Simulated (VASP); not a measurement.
LiBr (rock salt), at 1.04 of the tabulated volume:

```
CELL_PARAMETERS angstrom
      0.00000     2.78619     2.78619
      2.78619     0.00000     2.78619
      2.78619     2.78619     0.00000
ATOMIC_POSITIONS crystal
  Li 0.00000 0.00000 0.00000
  Br 0.50000 0.50000 0.50000
```

The lowest empty band near Γ, direction [111], from PBE with spin-orbit coupling in VASP (PAW); its two spin partners are averaged. The gap over the points computed is 4.61 eV, and the next band on that side lies 5.68 eV away at the edge.

Run with 520 eV cut-off, 9×9×9 Γ-centred mesh, Gaussian smearing of 0.050 eV, potentials Li_sv Br.

```json
[
 {"distance from the edge in k (1/Å)": "0.018", "distance in energy (meV)": "3.5"},
 {"distance from the edge in k (1/Å)": "0.025", "distance in energy (meV)": "6.9"},
 {"distance from the edge in k (1/Å)": "0.035", "distance in energy (meV)": "13.5"},
 {"distance from the edge in k (1/Å)": "0.050", "distance in energy (meV)": "27.1"},
 {"distance from the edge in k (1/Å)": "0.070", "distance in energy (meV)": "52.5"}
]
```

Fit E(1 + αE) = ħ²k²/2m* (ħ²/2m0 = 3.810 eV Å²) and predict the row at 0.095 1/Å.

Least squares on the energies gives the electron mass m* = 0.345 m0 and α = 0.57 per eV, and so 94.5 meV. The run gave 95.0 meV, +0.5 meV from the fit.

Left out are points under 3 meV from the edge, since the levels carry 0.1 meV, and points farther than half the way to the next band.

The compound is LiBr in the rock salt structure. The cell was not relaxed at this level.
